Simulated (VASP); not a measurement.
# CeZn2Ni (P4/mmm) in VASP: notebook

One crystal, CeZn2Ni, is run at these levels: PBEsol+U; tasks: relaxation of cell and atoms.

All numbers are computed with VASP 6.6.1; they aren't measurements. Logs are shortened: lines on timing, memory, paths and dates and some standing lists are left out, and cuts for length are marked.

### Step 1. The structure

The structure is tetragonal, space group P4/mmm (No. 123). Conventional cell: a = 3.864 Å, b = 3.864 Å, c = 4.919 Å, α = 90.00°, β = 90.00°, γ = 90.00°. Ce (site symmetry 4/mmm) has 4 Ni at 2.73 Å and 8 Zn at 3.13 Å as nearest neighbours. Zn (site symmetry mmm) is surrounded by 4 Zn at 2.73 Å and 4 Ce at 3.13 Å and 4 Ni at 3.13 Å. Ni (site symmetry 4/mmm) has 4 Ce at 2.73 Å and 8 Zn at 3.13 Å as nearest neighbours.

The cell comes from a database or a generator and needn't be the stable form of this composition.

### Step 2. Relaxation of cell and atoms, PBEsol+U, collinear spin, ferromagnetic start

The input, INCAR:

```
PREC = Accurate
ENCUT = 600
EDIFF = 1E-7
ISMEAR = -1
SIGMA = 0.05
LREAL = F
LASPH = T
NELM = 150
ALGO = Normal
ISIF = 3
LWAVE = F
LCHARG = F
ISPIN = 2
MAGMOM = 1 0 0 1
LORBIT = 11
LMAXMIX = 6
LDAU = T
LDAUTYPE = 2
LDAUL = 3 -1 2
LDAUU = 4 0 4
LDAUJ = 0 0 0
LDAUPRINT = 1
GGA = PS
IBRION = 2
NSW = 60
EDIFFG = -0.02
```

The input, KPOINTS:

```
Automatic mesh
0
Gamma
  5 5 5
```

The input, POSCAR:

```
CeZn2Ni
1.0
    3.8643900000      0.0000000000      0.0000000000
    0.0000000000      3.8643900000      0.0000000000
    0.0000000000      0.0000000000      4.9192680000
Ce Zn Ni
1 2 1
Direct
    0.0000000000      0.0000000000      0.0000000000
    0.0000000000      0.5000000000      0.5000000000
    0.5000000000      0.0000000000      0.5000000000
    0.5000000000      0.5000000000      0.0000000000
```

Potentials or basis: VASP PAW PBE potentials, release 64 (Ce, Zn, Ni).

The run is started by

```console
> cat potpaw_PBE.64/Ce/POTCAR potpaw_PBE.64/Zn/POTCAR potpaw_PBE.64/Ni/POTCAR > POTCAR
> mpirun -np 1 vasp_std > vasp.out
```

OUTCAR:

```text
PREC = Accurate
   ENCUT = 600
   EDIFF = 1E-7
   ISMEAR = -1
   LREAL = F
   LASPH = T
   NELM = 150
   ISIF = 3
   ISPIN = 2
   LORBIT = 11
   GGA = PS
   IBRION = 2
   NSW = 60
   EDIFFG = -0.02

 ion  position               nearest neighbor table
   1  0.000  0.000  0.000-   4 2.73   4 2.73   4 2.73   4 2.73
   2  0.000  0.500  0.500-   3 2.73   3 2.73   3 2.73   3 2.73
   3  0.500  0.000  0.500-   2 2.73   2 2.73   2 2.73   2 2.73
   4  0.500  0.500  0.000-   1 2.73   1 2.73   1 2.73   1 2.73

  LATTYP: Found a simple tetragonal cell.
 ALAT       =     3.8643900000
 C/A-ratio  =     1.2729740011

  Lattice vectors:

 A1 = (   3.8643900000,   0.0000000000,   0.0000000000)
 A2 = (   0.0000000000,   3.8643900000,   0.0000000000)
 A3 = (   0.0000000000,   0.0000000000,   4.9192680000)

Analysis of symmetry for initial positions (statically):
=====================================================================
 Subroutine PRICEL returns:
 Original cell was already a primitive cell.

 Routine SETGRP: Setting up the symmetry group for a
 simple tetragonal supercell.

 Subroutine GETGRP returns: Found 16 space group operations
 (whereof 16 operations were pure point group operations)
 out of a pool of 16 trial point group operations.

The static configuration has the point symmetry D_4h.

Analysis of symmetry for dynamics (positions and initial velocities):
=====================================================================
 Subroutine PRICEL returns:
 Original cell was already a primitive cell.

 Routine SETGRP: Setting up the symmetry group for a
 simple tetragonal supercell.

 Subroutine GETGRP returns: Found 16 space group operations
 (whereof 16 operations were pure point group operations)
 out of a pool of 16 trial point group operations.

The dynamic configuration has the point symmetry D_4h.

Analysis of structural, dynamic, and magnetic symmetry:
=====================================================================
 Subroutine PRICEL returns:
 Original cell was already a primitive cell.

 Routine SETGRP: Setting up the symmetry group for a
 simple tetragonal supercell.

 Subroutine GETGRP returns: Found 16 space group operations
 (whereof 16 operations were pure point group operations)
 out of a pool of 16 trial point group operations.

The overall configuration has the point symmetry D_4h.

 Subroutine INISYM returns: Found 16 space group operations
 (whereof 16 operations are pure point group operations),
 and found     1 'primitive' translations

----------------------------------------------------------------------------------------

                                     Primitive cell

  volume of cell :      73.4619

  direct lattice vectors                    reciprocal lattice vectors
     3.864390000  0.000000000  0.000000000     0.258773053  0.000000000  0.000000000
     0.000000000  3.864390000  0.000000000     0.000000000  0.258773053  0.000000000
     0.000000000  0.000000000  4.919268000     0.000000000  0.000000000  0.203282277

  length of vectors
     3.864390000  3.864390000  4.919268000     0.258773053  0.258773053  0.203282277

  position of ions in fractional coordinates (direct lattice)
     0.000000000  0.000000000  0.000000000
     0.000000000  0.500000000  0.500000000
     0.500000000  0.000000000  0.500000000
     0.500000000  0.500000000  0.000000000

  ion indices of the primitive-cell ions
   primitive index   ion index
                 1           1
[... 129 lines left out ...]
  Direction    XX          YY          ZZ          XY          YZ          ZX
  --------------------------------------------------------------------------------------
  -------------------------------------------------------------------------------------
  Total       -2.1911380     -2.1911380     -2.2255397      0.0000000      0.0000000      0.0000000
  in kB      -47.7878975    -47.7878975    -48.5381874      0.0000000      0.0000000      0.0000000
  external PRESSURE =     -48.0379941 kB  Pullay stress =       0.0000000 kB
[... 175 lines left out ...]
  FREE ENERGIE OF THE ION-ELECTRON SYSTEM (eV)
  ---------------------------------------------------
  free  energy   TOTEN  =       -12.0538521508 eV

  energy  without entropy=      -12.0272281964  energy(sigma->0) =      -12.04054017

atom =   1  type =  1  l = 3

 onsite density matrix

spin component  1

  0.0657  0.0000 -0.0065  0.0000  0.0000  0.0000  0.0000
  0.0000  0.0482  0.0000  0.0000  0.0000 -0.0000  0.0000
 -0.0065  0.0000  0.0402  0.0000 -0.0000  0.0000 -0.0000
  0.0000  0.0000  0.0000  0.0644 -0.0000  0.0000  0.0000
  0.0000  0.0000 -0.0000 -0.0000  0.0402 -0.0000  0.0065
  0.0000 -0.0000  0.0000  0.0000 -0.0000  0.0199 -0.0000
  0.0000  0.0000 -0.0000  0.0000  0.0065 -0.0000  0.0657

spin component  2

  0.0660  0.0000 -0.0065  0.0000  0.0000  0.0000 -0.0000
  0.0000  0.0483  0.0000  0.0000  0.0000 -0.0000  0.0000
 -0.0065  0.0000  0.0402  0.0000  0.0000  0.0000 -0.0000
  0.0000  0.0000  0.0000  0.0646 -0.0000  0.0000  0.0000
  0.0000  0.0000  0.0000 -0.0000  0.0402 -0.0000  0.0065
  0.0000 -0.0000  0.0000  0.0000 -0.0000  0.0199 -0.0000
 -0.0000  0.0000 -0.0000  0.0000  0.0065 -0.0000  0.0660

 occupancies and eigenvectors

  o =  0.0199  v =  0.0000 -0.0000 -0.0000  0.0000 -0.0000 -1.0000  0.0000  0.0000  0.0000  0.0000  0.0000  0.0000  0.0000  0.0000      0.0000  0.0000  0.0000  0.0000  0.0000  0.0000  0.0000  0.0000  0.0000  0.0000  0.0000  0.0000  0.0000  0.0000
  o =  0.0199  v =  0.0000  0.0000  0.0000  0.0000  0.0000  0.0000  0.0000  0.0000  0.0000 -0.0000  0.0000 -0.0000 -1.0000 -0.0000      0.0000  0.0000  0.0000  0.0000  0.0000  0.0000  0.0000  0.0000  0.0000  0.0000  0.0000  0.0000  0.0000  0.0000
  o =  0.0386  v = -0.2341  0.0000 -0.9722  0.0000  0.0000  0.0000  0.0000  0.0000  0.0000  0.0000  0.0000  0.0000  0.0000  0.0000      0.0000  0.0000  0.0000  0.0000  0.0000  0.0000  0.0000  0.0000  0.0000  0.0000  0.0000  0.0000  0.0000  0.0000
  o =  0.0386  v =  0.0000  0.0000 -0.0000 -0.0000 -0.9722  0.0000  0.2341  0.0000  0.0000  0.0000  0.0000  0.0000  0.0000  0.0000      0.0000  0.0000  0.0000  0.0000  0.0000  0.0000  0.0000  0.0000  0.0000  0.0000  0.0000  0.0000  0.0000  0.0000
  o =  0.0387  v =  0.0000  0.0000  0.0000  0.0000  0.0000  0.0000  0.0000 -0.2326  0.0000 -0.9726  0.0000  0.0000  0.0000 -0.0000      0.0000  0.0000  0.0000  0.0000  0.0000  0.0000  0.0000  0.0000  0.0000  0.0000  0.0000  0.0000  0.0000  0.0000
  o =  0.0387  v =  0.0000  0.0000  0.0000  0.0000  0.0000  0.0000  0.0000  0.0000 -0.0000 -0.0000 -0.0000 -0.9726  0.0000  0.2326      0.0000  0.0000  0.0000  0.0000  0.0000  0.0000  0.0000  0.0000  0.0000  0.0000  0.0000  0.0000  0.0000  0.0000
  o =  0.0482  v =  0.0000  1.0000  0.0000 -0.0000  0.0000 -0.0000 -0.0000  0.0000  0.0000  0.0000  0.0000  0.0000  0.0000  0.0000      0.0000  0.0000  0.0000  0.0000  0.0000  0.0000  0.0000  0.0000  0.0000  0.0000  0.0000  0.0000  0.0000  0.0000
  o =  0.0483  v =  0.0000  0.0000  0.0000  0.0000  0.0000  0.0000  0.0000  0.0000  1.0000  0.0000  0.0000 -0.0000  0.0000  0.0000      0.0000  0.0000  0.0000  0.0000  0.0000  0.0000  0.0000  0.0000  0.0000  0.0000  0.0000  0.0000  0.0000  0.0000
  o =  0.0644  v =  0.0000 -0.0000 -0.0000 -1.0000 -0.0000 -0.0000 -0.0000  0.0000  0.0000  0.0000  0.0000  0.0000  0.0000  0.0000      0.0000  0.0000  0.0000  0.0000  0.0000  0.0000  0.0000  0.0000  0.0000  0.0000  0.0000  0.0000  0.0000  0.0000
  o =  0.0646  v =  0.0000  0.0000  0.0000  0.0000  0.0000  0.0000  0.0000  0.0000  0.0000 -0.0000 -1.0000  0.0000 -0.0000  0.0000      0.0000  0.0000  0.0000  0.0000  0.0000  0.0000  0.0000  0.0000  0.0000  0.0000  0.0000  0.0000  0.0000  0.0000
  o =  0.0672  v =  0.0000  0.0000 -0.0000  0.0000 -0.2341 -0.0000 -0.9722  0.0000  0.0000  0.0000  0.0000  0.0000  0.0000  0.0000      0.0000  0.0000  0.0000  0.0000  0.0000  0.0000  0.0000  0.0000  0.0000  0.0000  0.0000  0.0000  0.0000  0.0000
  o =  0.0672  v = -0.9722  0.0000  0.2341 -0.0000 -0.0000 -0.0000 -0.0000  0.0000  0.0000  0.0000  0.0000  0.0000  0.0000  0.0000      0.0000  0.0000  0.0000  0.0000  0.0000  0.0000  0.0000  0.0000  0.0000  0.0000  0.0000  0.0000  0.0000  0.0000
  o =  0.0676  v =  0.0000  0.0000  0.0000  0.0000  0.0000  0.0000  0.0000  0.0000 -0.0000 -0.0000 -0.0000 -0.2326  0.0000 -0.9726      0.0000  0.0000  0.0000  0.0000  0.0000  0.0000  0.0000  0.0000  0.0000  0.0000  0.0000  0.0000  0.0000  0.0000
  o =  0.0676  v =  0.0000  0.0000  0.0000  0.0000  0.0000  0.0000  0.0000 -0.9726  0.0000  0.2326 -0.0000 -0.0000 -0.0000  0.0000      0.0000  0.0000  0.0000  0.0000  0.0000  0.0000  0.0000  0.0000  0.0000  0.0000  0.0000  0.0000  0.0000  0.0000

atom =   4  type =  3  l = 2

 onsite density matrix

spin component  1

  0.8945  0.0000 -0.0000 -0.0000  0.0000
  0.0000  0.8513 -0.0000  0.0000  0.0000
 -0.0000 -0.0000  0.8943  0.0000  0.0000
 -0.0000  0.0000  0.0000  0.8513 -0.0000
  0.0000  0.0000  0.0000 -0.0000  0.8144

spin component  2

  0.8944 -0.0000  0.0000 -0.0000  0.0000
 -0.0000  0.8512 -0.0000 -0.0000  0.0000
  0.0000 -0.0000  0.8942  0.0000  0.0000
 -0.0000 -0.0000  0.0000  0.8512 -0.0000
  0.0000  0.0000  0.0000 -0.0000  0.8143

 occupancies and eigenvectors

  o =  0.8143  v =  0.0000  0.0000  0.0000  0.0000  0.0000  0.0000  0.0000 -0.0000  0.0000  1.0000      0.0000  0.0000  0.0000  0.0000  0.0000  0.0000  0.0000  0.0000  0.0000  0.0000
  o =  0.8144  v =  0.0000  0.0000 -0.0000  0.0000  1.0000  0.0000  0.0000  0.0000  0.0000  0.0000      0.0000  0.0000  0.0000  0.0000  0.0000  0.0000  0.0000  0.0000  0.0000  0.0000
  o =  0.8512  v =  0.0000  0.0000  0.0000  0.0000  0.0000  0.0000 -0.0821 -0.0000  0.9966 -0.0000      0.0000  0.0000  0.0000  0.0000  0.0000  0.0000  0.0000  0.0000  0.0000  0.0000
  o =  0.8512  v =  0.0000  0.0000  0.0000  0.0000  0.0000  0.0000  0.9966 -0.0000  0.0821 -0.0000      0.0000  0.0000  0.0000  0.0000  0.0000  0.0000  0.0000  0.0000  0.0000  0.0000
  o =  0.8513  v =  0.0000 -0.0004 -0.0000  1.0000 -0.0000  0.0000  0.0000  0.0000  0.0000  0.0000      0.0000  0.0000  0.0000  0.0000  0.0000  0.0000  0.0000  0.0000  0.0000  0.0000
  o =  0.8513  v =  0.0000  1.0000  0.0000  0.0004 -0.0000  0.0000  0.0000  0.0000  0.0000  0.0000      0.0000  0.0000  0.0000  0.0000  0.0000  0.0000  0.0000  0.0000  0.0000  0.0000
  o =  0.8942  v =  0.0000  0.0000  0.0000  0.0000  0.0000  0.0000 -0.0000 -1.0000 -0.0000 -0.0000      0.0000  0.0000  0.0000  0.0000  0.0000  0.0000  0.0000  0.0000  0.0000  0.0000
  o =  0.8943  v =  0.0000 -0.0000  1.0000  0.0000  0.0000  0.0000  0.0000  0.0000  0.0000  0.0000      0.0000  0.0000  0.0000  0.0000  0.0000  0.0000  0.0000  0.0000  0.0000  0.0000
  o =  0.8944  v =  0.0000  0.0000  0.0000  0.0000  0.0000  1.0000  0.0000  0.0000  0.0000  0.0000      0.0000  0.0000  0.0000  0.0000  0.0000  0.0000  0.0000  0.0000  0.0000  0.0000
  o =  0.8945  v =  1.0000  0.0000  0.0000  0.0000  0.0000  0.0000  0.0000  0.0000  0.0000  0.0000      0.0000  0.0000  0.0000  0.0000  0.0000  0.0000  0.0000  0.0000  0.0000  0.0000

--------------------------------------- Ionic step        6  -------------------------------------------

 number of electron      45.9999995 magnetization      -0.0010909

 Free energy of the ion-electron system (eV)
  ---------------------------------------------------
  ext. energy  EPLUGINS =         0.00000000
  ---------------------------------------------------
  free energy    TOTEN  =       -12.05399955 eV

  energy without entropy =      -12.02754474  energy(sigma->0) =      -12.04077215

 E-fermi :   5.9775     XC(G=0): -11.7536

 val. band max:        5.9081374593   @ k =   0.4000   0.2000   0.2000
 cond. band min:       5.9942703417   @ k =   0.2000   0.2000   0.0000
 fundamental gap:      0.0861328824
 Fermi energy:         5.9775378965

 spin component 1

 k-point     1 :       0.0000    0.0000    0.0000
  band No.  band energies     occupation
      1     -29.4039      1.00000
      2     -12.0971      1.00000
      3     -11.7653      1.00000
      4     -11.7653      1.00000
      5      -2.1392      1.00000
      6      -1.5617      1.00000
[... 547 lines left out ...]
     27       6.4233      0.00013
     28       6.4267      0.00013
 Fermi energy:         5.9775378965

 spin component 2

 k-point     1 :       0.0000    0.0000    0.0000
  band No.  band energies     occupation
      1     -29.4045      1.00000
      2     -12.0974      1.00000
      3     -11.7659      1.00000
      4     -11.7659      1.00000
      5      -2.1392      1.00000
      6      -1.5617      1.00000
[... 578 lines left out ...]
  FREE ENERGIE OF THE ION-ELECTRON SYSTEM (eV)
  ---------------------------------------------------
  free  energy   TOTEN  =       -12.0539995524 eV

  energy  without entropy=      -12.0275447439  energy(sigma->0) =      -12.04077215

 reached required accuracy - stopping structural energy minimisation

 total charge

# of ion       s       p       d       f       tot
--------------------------------------------------
    1        2.051   5.664   1.269   0.685   9.669
    2        0.683   0.388   9.719   0.000  10.790
    3        0.683   0.388   9.719   0.000  10.790
    4        0.549   0.282   8.582   0.000   9.413
--------------------------------------------------
tot          3.966   6.722  29.289   0.685  40.662

 magnetization (x)

# of ion       s       p       d       f       tot
--------------------------------------------------
    1       -0.000   0.000  -0.000  -0.001  -0.001
    2        0.000   0.000  -0.000   0.000   0.000
    3        0.000   0.000  -0.000   0.000   0.000
    4        0.000  -0.000   0.000   0.000   0.000
--------------------------------------------------
tot          0.000  -0.000   0.000  -0.001  -0.001
```

Run time: 5.9 min. Hardware: 1 thread of Intel Xeon 6975P-C (Granite Rapids), shared host; peak memory 0.32 GiB.

What came out:

- Free energy: -12.0540 eV
- Relaxed volume: 17.31 Å³/atom
- Relaxed cell: a = 3.797 Å, b = 3.797 Å, c = 4.803 Å, α = 90.00°, β = 90.00°, γ = 90.00°
- Space group after relaxing (to 0.05 Å): P4/mmm (No. 123)
- Energy gained by relaxing: 17.1 meV/atom
- Ionic steps: 6
- Pressure after relaxing: -0.1 GPa
- Band gap on the k mesh: none (metal or under the smearing width)
- Net moment: 0.00 μB per cell
- Valence electrons inside the program's atomic spheres: Ce 9.67; Zn 10.79; Ni 9.41

The path:
```tsv
step	energy change (eV)	largest force (eV/Å)	pressure (GPa)	volume (Å³)
1	0.0000	0.0000	-4.80	73.46
2	-0.0591	0.0000	2.02	67.76
3	-0.0679	0.0000	0.01	69.18
4	-0.0678	0.0000	-0.11	69.27
5	-0.0682	0.0000	-0.09	69.25
6	-0.0684	0.0000	-0.09	69.23
```

Final structure:
```cif
data_structure
_symmetry_space_group_name_H-M 'P 1'
_symmetry_Int_Tables_number 1
_cell_length_a 3.7968
_cell_length_b 3.7968
_cell_length_c 4.8027
_cell_angle_alpha 90.000
_cell_angle_beta 90.000
_cell_angle_gamma 90.000
_cell_volume 69.23
loop_
_atom_site_label
_atom_site_type_symbol
_atom_site_fract_x
_atom_site_fract_y
_atom_site_fract_z
_atom_site_occupancy
Ce1 Ce 0.00000 0.00000 0.00000 1
Zn1 Zn 0.00000 0.50000 0.50000 1
Zn2 Zn 0.50000 0.00000 0.50000 1
Ni1 Ni 0.50000 0.50000 0.00000 1
```

Levels at points of the mesh, in eV from the Fermi level:
Spin up:
```
           k point  band 19  band 20  band 21  band 22  band 23  band 24  band 25  band 26  band 27  band 28
(0.00, 0.00, 0.00)    -2.23    -2.23    -0.83    -0.43     0.33     0.33     0.33     0.33     0.34     0.53
```
Spin down:
| k point | band 19 | band 20 | band 21 | band 22 | band 23 | band 24 | band 25 | band 26 | band 27 | band 28 |
| --- | --- | --- | --- | --- | --- | --- | --- | --- | --- | --- |
| (0.00, 0.00, 0.00) | -2.23 | -2.23 | -0.83 | -0.43 | 0.33 | 0.33 | 0.33 | 0.33 | 0.34 | 0.53 |

Eigenvalues of the final occupation matrices:
```tsv
site	spin	trace	eigenvalues
site 1 f	1	0.34	0.02 0.04 0.04 0.05 0.06 0.07 0.07
site 1 f	2	0.35	0.02 0.04 0.04 0.05 0.06 0.07 0.07
site 4 d	1	4.31	0.81 0.85 0.85 0.89 0.89
site 4 d	2	4.31	0.81 0.85 0.85 0.89 0.89
```

Caveat: the magnetic or orbital state may not be the lowest; the PAW data sets were made with another functional, which shifts forces and pressure a little; spin-orbit coupling is left out, which moves the levels of the heavy elements. The state reached can hang on the start; a lower one may exist.

(Part 1 of 2 ends here.)
